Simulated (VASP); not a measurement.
# AlC18 in VASP: notebook

One slab, AlC18, is run at these levels: PBE; tasks: single point.

Everything below comes from runs of VASP 6.6.1. Logs are shortened: lines on timing, memory, paths and dates and some standing lists are left out, and cuts for length are marked.

### 1 The slab as given

The cell holds a slab with vacuum, 19 atoms: a = 7.398 Å, b = 7.398 Å, c = 11.000 Å, α = 90.00°, β = 90.00°, γ = 120.00°.

The cell was built by a generator and needn't be a form met in nature.

### 2 Single point, PBE, collinear spin, zero start

Input file INCAR:

```
SYSTEM = AlC18
PREC     = Accurate       ! precision mode
ENCUT    = 520            ! plane-wave cutoff, eV
EDIFF    = 1E-6           ! SCF threshold, eV
ISMEAR   = -1             ! smearing method
SIGMA    = 0.02           ! smearing width, eV
LREAL    = Auto         
LASPH    = .True.         ! aspherical terms in the spheres
NELM     = 150            ! most SCF steps
ALGO     = Normal         ! electronic algorithm
ISIF     = 2              ! what is computed and relaxed
LWAVE    = .False.        ! write WAVECAR
LCHARG   = .True.         ! write CHGCAR
ISPIN    = 2              ! spin polarisation
MAGMOM   = 0 0 0 0 0 0 0 0 0 0 0 0 0 0 0 0 0 0 0 ! initial moments
LORBIT   = 11             ! projections on sites
GGA      = PE             ! functional
LELF     = .True.         ! ELF
LVHAR    = .True.       
NBANDS   = 56             ! bands
```

Input file KPOINTS:

```
regular mesh
0
Gamma
  2 2 1
  0 0 0
```

Input file POSCAR:

```
AlC18
1.0
    7.3980000000      0.0000000000      0.0000000000
   -3.6990000000      6.4068560000      0.0000000000
    0.0000000000      0.0000000000     11.0000000000
C Al
18 1
Direct
   -0.0044864322     -0.0091099285      0.0904440909
    0.2172803152      0.1023338124      0.0908305455
   -0.0046782239      0.3249295754      0.0904927273
    0.2168745371      0.4350121183      0.0907331818
   -0.0051951080      0.6573829660      0.0904303636
    0.2165515810      0.7686130295      0.0902508182
    0.3276030514     -0.0091099285      0.0904452727
    0.5498377964      0.1029013295      0.0896782727
    0.3282170574      0.3242067560      0.0905054545
    0.5503652521      0.4350127426      0.0907328182
    0.3268395887      0.6568324620      0.0900941818
    0.5498952097      0.7675630606      0.0881120000
    0.6620658853     -0.0080958586      0.0863980000
    0.8852904654      0.1029010173      0.0896773636
    0.6618354131      0.3249303559      0.0904931818
    0.8839098964      0.4355924341      0.0901032727
    0.6622201958      0.6568329302      0.0900935455
    0.8842882095      0.7686131856      0.0902497273
    0.6177643968      0.9034176826      0.2865990909
```

Potentials or basis: VASP PAW PBE potentials, release 64 (C, Al).

Command:

```sh
$ cat potpaw_PBE.64/C/POTCAR potpaw_PBE.64/Al/POTCAR > POTCAR
$ mpirun -np 1 vasp_std > vasp.out
```

OUTCAR:

```text
SYSTEM = AlC18
   PREC = Accurate
   ENCUT = 520
   EDIFF = 1E-6
   ISMEAR = -1
   LREAL = Auto
   LASPH = .True.
   NELM = 150
   ISIF = 2
   ISPIN = 2
   LORBIT = 11
   GGA = PE

 ion  position               nearest neighbor table
   1  0.996  0.991  0.090-   2 1.42  14 1.42  18 1.42
   2  0.217  0.102  0.091-   7 1.42   1 1.42   9 1.42
   3  0.995  0.325  0.090-   4 1.42  14 1.42  16 1.42
   4  0.217  0.435  0.091-   3 1.42  11 1.42   9 1.42
   5  0.995  0.657  0.090-   6 1.42  18 1.42  16 1.42
   6  0.217  0.769  0.090-   5 1.42  11 1.42   7 1.42
   7  0.328  0.991  0.090-   2 1.42   8 1.42   6 1.42
   8  0.550  0.103  0.090-  15 1.42   7 1.42  13 1.43
   9  0.328  0.324  0.091-   2 1.42   4 1.42  10 1.42
  10  0.550  0.435  0.091-  15 1.42  17 1.42   9 1.42
  11  0.327  0.657  0.090-   4 1.42   6 1.42  12 1.43
  12  0.550  0.768  0.088-  17 1.43  11 1.43  13 1.44  19 2.35
  13  0.662  0.992  0.086-  14 1.43   8 1.43  12 1.44  19 2.27
  14  0.885  0.103  0.090-   3 1.42   1 1.42  13 1.43
  15  0.662  0.325  0.090-  10 1.42   8 1.42  16 1.42
  16  0.884  0.436  0.090-   5 1.42  15 1.42   3 1.42
  17  0.662  0.657  0.090-  10 1.42  18 1.42  12 1.43
  18  0.884  0.769  0.090-   5 1.42  17 1.42   1 1.42
  19  0.618  0.903  0.287-  13 2.27  12 2.35

  LATTYP: Found a hexagonal cell.
 ALAT       =     7.3980000000
 C/A-ratio  =     1.4868883482

  Lattice vectors:

 A1 = (   7.3980000000,   0.0000000000,   0.0000000000)
 A2 = (  -3.6990000000,   6.4068560000,   0.0000000000)
 A3 = (   0.0000000000,   0.0000000000,  11.0000000000)

Analysis of symmetry for initial positions (statically):
=====================================================================
 Subroutine PRICEL returns:
 Original cell was already a primitive cell.

 Routine SETGRP: Setting up the symmetry group for a
 hexagonal supercell.

 Subroutine GETGRP returns: Found  1 space group operations
 (whereof  1 operations were pure point group operations)
 out of a pool of 24 trial point group operations.

The static configuration has the point symmetry C_1 .

Analysis of symmetry for dynamics (positions and initial velocities):
=====================================================================
 Subroutine PRICEL returns:
 Original cell was already a primitive cell.

 Routine SETGRP: Setting up the symmetry group for a
 hexagonal supercell.

 Subroutine GETGRP returns: Found  1 space group operations
 (whereof  1 operations were pure point group operations)
 out of a pool of 24 trial point group operations.

The dynamic configuration has the point symmetry C_1 .

Analysis of structural, dynamic, and magnetic symmetry:
=====================================================================
 Subroutine PRICEL returns:
 Original cell was already a primitive cell.

 Routine SETGRP: Setting up the symmetry group for a
 hexagonal supercell.

 Subroutine GETGRP returns: Found  1 space group operations
 (whereof  1 operations were pure point group operations)
 out of a pool of 24 trial point group operations.

The overall configuration has the point symmetry C_1 .

 Subroutine INISYM returns: Found  1 space group operations
 (whereof  1 operations are pure point group operations),
 and found     1 'primitive' translations

----------------------------------------------------------------------------------------

                                     Primitive cell

  volume of cell :     521.3771

  direct lattice vectors                    reciprocal lattice vectors
     7.398000000  0.000000000  0.000000000     0.135171668  0.078041398  0.000000000
    -3.699000000  6.406856000  0.000000000     0.000000000  0.156082796  0.000000000
     0.000000000  0.000000000 11.000000000     0.000000000  0.000000000  0.090909091

  length of vectors
     7.398000000  7.398000054 11.000000000     0.156082797  0.156082796  0.090909091

  position of ions in fractional coordinates (direct lattice)
     0.995513568  0.990890071  0.090444091
     0.217280315  0.102333812  0.090830545
     0.995321776  0.324929575  0.090492727
[... 51 lines left out ...]
  ---------------------------------------------------
  free energy    TOTEN  =      -167.40929053 eV

  energy without entropy =     -167.40929053  energy(sigma->0) =     -167.40929053

 E-fermi :  -0.3819     XC(G=0):  -4.4992

 val. band max:       -0.9098382350   @ k =   0.0000   0.0000   0.0000
 cond. band min:       0.0792556070   @ k =   0.5000  -0.0000   0.0000
 fundamental gap:      0.9890938419
 Fermi energy:        -0.3818810819

 spin component 1

 k-point     1 :       0.0000    0.0000    0.0000
  band No.  band energies     occupation
      1     -20.4530      1.00000
      2     -18.1111      1.00000
      3     -17.8848      1.00000
      4     -17.8473      1.00000
      5     -17.7582      1.00000
      6     -17.7274      1.00000
[... 197 lines left out ...]
     48       4.0697      0.00000
     49       4.3453      0.00000
 Fermi energy:        -0.3818810819

 spin component 2

 k-point     1 :       0.0000    0.0000    0.0000
  band No.  band energies     occupation
      1     -20.4530      1.00000
      2     -18.1111      1.00000
      3     -17.8848      1.00000
      4     -17.8473      1.00000
      5     -17.7582      1.00000
      6     -17.7274      1.00000
[... 197 lines left out ...]
     48       4.0697      0.00000
     49       4.3453      0.00000
 [bands above 49 left out]

------------------------ aborting loop because EDIFF is reached ----------------------------------------

  FORCE on cell =-STRESS in cart. coord.  units (eV):
  Direction    XX          YY          ZZ          XY          YZ          ZX
  --------------------------------------------------------------------------------------
  -------------------------------------------------------------------------------------
  Total        5.1330590      4.8118790     -0.1151899      0.0007978     -0.0306755     -0.0019136
  in kB       15.7737468     14.7867697     -0.3539755      0.0024516     -0.0942648     -0.0058806
  external PRESSURE =      10.0688470 kB  Pullay stress =       0.0000000 kB

 VOLUME and BASIS-vectors are now :
 -----------------------------------------------------------------------------
  energy-cutoff  :      520.00
  volume of cell :      521.38
      direct lattice vectors                 reciprocal lattice vectors
     7.398000000  0.000000000  0.000000000     0.135171668  0.078041398  0.000000000
    -3.699000000  6.406856000  0.000000000     0.000000000  0.156082796  0.000000000
     0.000000000  0.000000000 11.000000000     0.000000000  0.000000000  0.090909091

 POSITION                                       TOTAL-FORCE (eV/Angst)
 -----------------------------------------------------------------------------------
      3.69951      6.34849      0.99488        -0.010628     -0.005208      0.000700
      1.22891      0.65564      0.99914        -0.006378      0.010956      0.000937
      6.16148      2.08178      0.99542        -0.012019     -0.001159     -0.001268
     -0.00467      2.78706      0.99806         0.011310     -0.011989      0.002146
      4.92791      4.21176      0.99473         0.002588     -0.007894      0.003521
     -1.24105      4.92439      0.99276         0.011812      0.009368     -0.004054
[... 11 lines left out ...]
      3.69886      4.92439      0.99275        -0.009798      0.010630     -0.002534
      1.22848      5.78807      3.15259        -0.000231     -0.011206     -0.016906
 -----------------------------------------------------------------------------------
    total drift:                                0.007360      0.011357      0.012290

  FREE ENERGIE OF THE ION-ELECTRON SYSTEM (eV)
  ---------------------------------------------------
  free  energy   TOTEN  =      -167.4092905290 eV

  energy  without entropy=     -167.4092905290  energy(sigma->0) =     -167.40929053

 total charge

# of ion       s       p       d       tot
------------------------------------------
    1        0.861   1.793   0.000   2.654
    2        0.861   1.799   0.000   2.660
    3        0.861   1.798   0.000   2.659
    4        0.861   1.798   0.000   2.659
    5        0.861   1.800   0.000   2.661
    6        0.861   1.794   0.000   2.655
[... 11 lines left out ...]
   18        0.861   1.794   0.000   2.655
   19        0.624   0.128   0.000   0.752
--------------------------------------------------
tot         16.121  32.427   0.000  48.549

 magnetization (x)

# of ion       s       p       d       tot
------------------------------------------
    1        0.000  -0.000   0.000  -0.000
    2        0.000  -0.000   0.000  -0.000
    3        0.000  -0.000   0.000   0.000
    4        0.000  -0.000   0.000   0.000
    5        0.000  -0.000   0.000  -0.000
    6        0.000  -0.000   0.000  -0.000
[... 11 lines left out ...]
   18        0.000  -0.000   0.000  -0.000
   19       -0.000  -0.000   0.000  -0.000
--------------------------------------------------
tot         -0.000  -0.000   0.000  -0.000
```

Wall time 6.1 min (1 thread of Intel Xeon Platinum 8488C (Sapphire Rapids), shared host); peak memory 0.79 GiB.

What came out:

```yaml
Free_energy: -167.4093 eV
Largest_force: 0.023 eV/Å
Band_gap_on_the_k_mesh: none (metal or under the smearing width)
Net_moment: 0.00 μB per cell
Valence_electrons_inside_the_program's_atomic_spheres: C 2.65, 2.66; Al 0.75
```

Forces on the atoms (eV/Å):
```
C   -0.011 -0.005  0.001
C   -0.006  0.011  0.001
C   -0.012 -0.001 -0.001
C    0.011 -0.012  0.002
C    0.003 -0.008  0.004
C    0.012  0.009 -0.004
C    0.014 -0.006 -0.004
C   -0.018  0.012  0.001
C   -0.006  0.001  0.003
C   -0.011 -0.003  0.000
C   -0.016 -0.006  0.004
C    0.006  0.022  0.004
C   -0.001 -0.010  0.003
C    0.019  0.006  0.006
C    0.012 -0.002 -0.003
C    0.000 -0.006 -0.003
C    0.015 -0.002  0.006
C   -0.010  0.011 -0.003
Al   0.000 -0.011 -0.017
```

Levels at points of the mesh, in eV from the Fermi level:
Spin up:
| k point | band 33 | band 34 | band 35 | band 36 | band 37 | band 38 | band 39 | band 40 | band 41 | band 42 |
| --- | --- | --- | --- | --- | --- | --- | --- | --- | --- | --- |
| (0.00, 0.00, 0.00) | -3.50 | -3.50 | -3.08 | -0.85 | -0.78 | -0.58 | -0.53 | 1.25 | 1.58 | 2.64 |
| (0.50, 0.00, 0.00) | -3.47 | -3.25 | -3.18 | -2.88 | -2.86 | 0.46 | 0.95 | 1.53 | 1.68 | 1.99 |
| (0.00, 0.50, 0.00) | -3.54 | -3.31 | -3.14 | -2.89 | -2.86 | 0.80 | 0.86 | 1.04 | 1.89 | 1.92 |
| (0.50, 0.50, 0.00) | -3.47 | -3.25 | -3.18 | -2.88 | -2.86 | 0.46 | 0.95 | 1.53 | 1.68 | 1.99 |
Spin down:
| k point | band 33 | band 34 | band 35 | band 36 | band 37 | band 38 | band 39 | band 40 | band 41 | band 42 |
| --- | --- | --- | --- | --- | --- | --- | --- | --- | --- | --- |
| (0.00, 0.00, 0.00) | -3.50 | -3.50 | -3.08 | -0.85 | -0.78 | -0.58 | -0.53 | 1.25 | 1.58 | 2.64 |
| (0.50, 0.00, 0.00) | -3.47 | -3.25 | -3.18 | -2.88 | -2.86 | 0.46 | 0.95 | 1.53 | 1.68 | 1.99 |
| (0.00, 0.50, 0.00) | -3.54 | -3.31 | -3.14 | -2.89 | -2.86 | 0.80 | 0.86 | 1.04 | 1.89 | 1.92 |
| (0.50, 0.50, 0.00) | -3.47 | -3.25 | -3.18 | -2.88 | -2.86 | 0.46 | 0.95 | 1.53 | 1.68 | 1.99 |

Caveat: the k mesh is coarse (spacing up to 0.49 Å⁻¹), so the values aren't converged.

### 3 Single point, PBE, collinear spin, zero start

Input file INCAR:

```
PREC = Accurate ; ENCUT = 520
EDIFF = 1E-6 ; ISMEAR = -1
SIGMA = 0.02 ; LREAL = Auto
LASPH = T ; NELM = 150
ALGO = Normal ; ISIF = 2
LWAVE = F ; LCHARG = F
ISPIN = 2 ; MAGMOM = 0 0 0 0 0 0 0 0 0 0 0 0 0 0 0 0 0 0 0
LORBIT = 11 ; GGA = PE
NBANDS = 56
```

Input file KPOINTS:

```
Automatic mesh
0
Gamma
  2 2 1
```

Input file POSCAR:

```
AlC18
1.0
    7.3980000000      0.0000000000      0.0000000000
   -3.6990000000      6.4068560000      0.0000000000
    0.0000000000      0.0000000000     11.0000000000
C Al
18 1
Direct
   -0.0042046247     -0.0089115473      0.0912323636
    0.2175534915      0.1024870857      0.0909174545
   -0.0045455993      0.3252537594      0.0906242727
    0.2170099853      0.4352957207      0.0905555455
   -0.0049227962      0.6575182898      0.0906052727
    0.2168538316      0.7688139081      0.0897508182
    0.3278983350     -0.0089383935      0.0898342727
    0.5497657379      0.1030797321      0.0889310000
    0.3283272513      0.3243555029      0.0905184545
    0.5503071607      0.4349738780      0.0908623636
    0.3268152293      0.6569662249      0.0894866364
    0.5495629763      0.7677399024      0.0881220909
    0.6615925203     -0.0079666220      0.0866388182
    0.8851187186      0.1030814490      0.0903301818
    0.6617962158      0.3248668302      0.0902439091
    0.8839979980      0.4357069989      0.0901394545
    0.6620573399      0.6569170589      0.0907406364
    0.8845110490      0.7686657855      0.0910736364
    0.6586509127      0.9008538665      0.2857565455
```

Potentials or basis: VASP PAW PBE potentials, release 64 (C, Al).

Command:

```sh
$ cat potpaw_PBE.64/C/POTCAR potpaw_PBE.64/Al/POTCAR > POTCAR
$ mpirun -np 1 vasp_std > vasp.out
```

Run time: 6.4 min. Hardware: 1 thread of Intel Xeon Platinum 8488C (Sapphire Rapids), shared host; peak memory 0.78 GiB.

Results (log left out):

* Free energy: -167.4347 eV
* Largest force: 0.148 eV/Å
* Band gap on the k mesh: none (metal or under the smearing width)
* Net moment: 0.00 μB per cell
* Valence electrons inside the program's atomic spheres: C 2.65, 2.66; Al 0.75

Forces on the atoms (eV/Å):
```
C   -0.017  0.000  0.005
C   -0.013  0.010  0.001
C   -0.018  0.003  0.002
C    0.004 -0.009  0.001
C   -0.008 -0.009  0.003
C    0.005  0.013 -0.006
C    0.008 -0.012 -0.005
C   -0.023  0.015 -0.002
C   -0.014  0.002  0.002
C   -0.019 -0.005  0.000
C   -0.024 -0.007 -0.002
C   -0.006  0.018  0.005
C   -0.013 -0.002  0.005
C    0.008  0.000  0.009
C    0.003 -0.002 -0.003
C   -0.010 -0.006 -0.004
C    0.007  0.005  0.009
C   -0.016  0.008  0.000
Al   0.145 -0.023 -0.021
```

Levels at points of the mesh, in eV from the Fermi level:
Spin up:
```
           k point  band 35  band 36  band 37  band 38  band 39  band 40
(0.00, 0.00, 0.00)    -2.95    -0.76    -0.71    -0.49    -0.45     1.40
(0.50, 0.00, 0.00)    -3.12    -2.79    -2.75     0.62     1.06     1.58
(0.00, 0.50, 0.00)    -3.09    -2.78    -2.76     0.90     1.00     1.16
(0.50, 0.50, 0.00)    -3.09    -2.79    -2.75     0.58     1.11     1.62
```
Spin down:
| k point | band 34 | band 35 | band 36 | band 37 | band 38 | band 39 | band 40 | band 41 |
| --- | --- | --- | --- | --- | --- | --- | --- | --- |
| (0.00, 0.00, 0.00) | -3.42 | -2.95 | -0.76 | -0.71 | -0.49 | -0.45 | 1.40 | 1.72 |
| (0.50, 0.00, 0.00) | -3.18 | -3.12 | -2.79 | -2.75 | 0.62 | 1.06 | 1.58 | 1.76 |
| (0.00, 0.50, 0.00) | -3.20 | -3.09 | -2.78 | -2.76 | 0.90 | 1.00 | 1.16 | 1.96 |
| (0.50, 0.50, 0.00) | -3.21 | -3.09 | -2.79 | -2.75 | 0.58 | 1.11 | 1.62 | 1.72 |

Caveat: the k mesh is coarse (spacing up to 0.49 Å⁻¹), so the values aren't converged.

### 4 Single point, PBE, collinear spin, zero start

Input file INCAR:

```
ALGO = Fast ; EDIFF = 1E-7
ENCUT = 520 ; GGA = PE
ISIF = 2 ; ISMEAR = -1
ISPIN = 2 ; LASPH = True
LCHARG = False ; LORBIT = 11
LREAL = Auto ; LWAVE = False
MAGMOM = 0 0 0 0 0 0 0 0 0 0 0 0 0 0 0 0 0 0 0 ; NBANDS = 56
NELM = 150 ; PREC = Accurate
SIGMA = 0.02
```

Input file KPOINTS:

```
k-points
0
Gamma
  2 2 1
```

Input file POSCAR:

```
AlC18
1.0
    7.3980000000      0.0000000000      0.0000000000
   -3.6990000000      6.4068560000      0.0000000000
    0.0000000000      0.0000000000     11.0000000000
C Al
18 1
Direct
   -0.0038781704     -0.0084643700      0.0917071818
    0.2179117579      0.1028078359      0.0910594545
   -0.0043584713      0.3256853283      0.0905597273
    0.2172361125      0.4356768749      0.0903745455
   -0.0046170523      0.6577602181      0.0909135455
    0.2171572153      0.7691265419      0.0896967273
    0.3282295962     -0.0086232623      0.0896834545
    0.5499079300      0.1033378930      0.0887141818
    0.3284802957      0.3246475338      0.0905222727
    0.5503175433      0.4350592553      0.0908671818
    0.3269935093      0.6572727715      0.0892663636
    0.5494185913      0.7681310459      0.0883720000
    0.6613424199     -0.0077320296      0.0873590000
    0.8850637240      0.1035297188      0.0905039091
    0.6618679097      0.3249675036      0.0900869091
    0.8841166194      0.4359401866      0.0902193636
    0.6618427854      0.6570416129      0.0910367273
    0.8847076192      0.7688185906      0.0916945455
    0.6980724647      0.8957761810      0.2837268182
```

Command:

```sh
$ cat potpaw_PBE.64/C/POTCAR potpaw_PBE.64/Al/POTCAR > POTCAR
$ mpirun -np 1 vasp_std > vasp.out
```

Wall time 5.9 min (1 thread of Intel Xeon Platinum 8488C (Sapphire Rapids), shared host); peak memory 0.81 GiB.

Results (log left out):

| Quantity | Value |
| --- | --- |
| Free energy | -167.4964 eV |
| Largest force | 0.220 eV/Å |
| Band gap on the k mesh | none (metal or under the smearing width) |
| Net moment | 0.00 μB per cell |
| Valence electrons inside the program's atomic spheres | C 2.65, 2.66; Al 0.75 |

Forces on the atoms (eV/Å):
```
C   -0.016  0.001  0.008
C   -0.017  0.011  0.002
C   -0.019  0.007  0.000
C   -0.003 -0.003  0.002
C   -0.015 -0.006  0.000
C   -0.003  0.013 -0.004
C    0.004 -0.011 -0.003
C   -0.026  0.012  0.000
C   -0.017  0.004  0.001
C   -0.018 -0.007 -0.001
C   -0.027 -0.002 -0.002
C   -0.009  0.003  0.007
C   -0.012  0.006  0.008
C   -0.001 -0.003  0.006
C   -0.003 -0.002 -0.003
C   -0.014 -0.006 -0.003
C   -0.003  0.012  0.009
C   -0.017  0.004  0.004
Al   0.215 -0.033 -0.029
```

Levels at points of the mesh, in eV from the Fermi level:
Spin up:
| k point | band 33 | band 34 | band 35 | band 36 | band 37 | band 38 | band 39 | band 40 | band 41 | band 42 |
| --- | --- | --- | --- | --- | --- | --- | --- | --- | --- | --- |
| (0.00, 0.00, 0.00) | -3.48 | -3.48 | -2.89 | -0.80 | -0.78 | -0.55 | -0.52 | 1.57 | 1.80 | 2.70 |
| (0.50, 0.00, 0.00) | -3.50 | -3.29 | -3.16 | -2.84 | -2.71 | 0.72 | 1.15 | 1.51 | 1.69 | 1.96 |
| (0.00, 0.50, 0.00) | -3.60 | -3.23 | -3.20 | -2.84 | -2.71 | 0.88 | 1.11 | 1.24 | 1.85 | 1.92 |
| (0.50, 0.50, 0.00) | -3.46 | -3.33 | -3.15 | -2.84 | -2.70 | 0.67 | 1.21 | 1.55 | 1.64 | 1.97 |
Spin down:
```
           k point  band 35  band 36  band 37  band 38  band 39  band 40
(0.00, 0.00, 0.00)    -2.89    -0.80    -0.78    -0.55    -0.52     1.57
(0.50, 0.00, 0.00)    -3.16    -2.84    -2.71     0.72     1.15     1.51
(0.00, 0.50, 0.00)    -3.20    -2.84    -2.71     0.88     1.11     1.24
(0.50, 0.50, 0.00)    -3.15    -2.84    -2.70     0.67     1.21     1.55
```

Caveat: the k mesh is coarse (spacing up to 0.49 Å⁻¹), so the values aren't converged.
